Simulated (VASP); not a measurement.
All values below come from LDA (Ceperley-Alder, Perdew-Zunger), VASP's LDA PAW potentials (set 64) (plane waves; VASP).

VASP input:

POSCAR:
```
MgS
1
    0.0000000000     2.6000000000     2.6000000000
    2.6000000000     0.0000000000     2.6000000000
    2.6000000000     2.6000000000     0.0000000000
Mg S
1 1
Direct
  0.0033290000   0.0016840000  -0.0020980000
  0.4966710000   0.4983160000   0.5020980000
```

File KPOINTS:
```
Automatic mesh
0
Gamma
7 7 7
0 0 0
```

**INCAR**
```
SYSTEM = MgS
PREC = Accurate; ENCUT = 300; LREAL = F
LASPH = T
EDIFF = 1E-6; NELM = 100; ALGO = Normal
ISMEAR = -1; SIGMA = 0.01
ISIF = 2
LWAVE = F; LCHARG = F
```

POTCAR, in this order: Mg S (LDA.64 set). Program: vasp_std.

What will the output report for the number of irreducible k-points (NKPTS), largest plane-wave count, number of space-group operations, FFT grid (NGX, NGY, NGZ)?

```json
{
  "number of irreducible k-points (NKPTS)": "172",
  "largest_plane_wave_count": "424",
  "number_of_space_group_operations": "1",
  "FFT grid (NGX, NGY, NGZ)": "24 × 24 × 24"
}
```

The structure is a typed MgS crystal. The cell was not relaxed at this level, atoms are displaced from their ideal sites. The run is one of a series of settings (GGA removed, POTCAR Mg S (LDA.64 set) against the base run), some of them coarse on purpose.
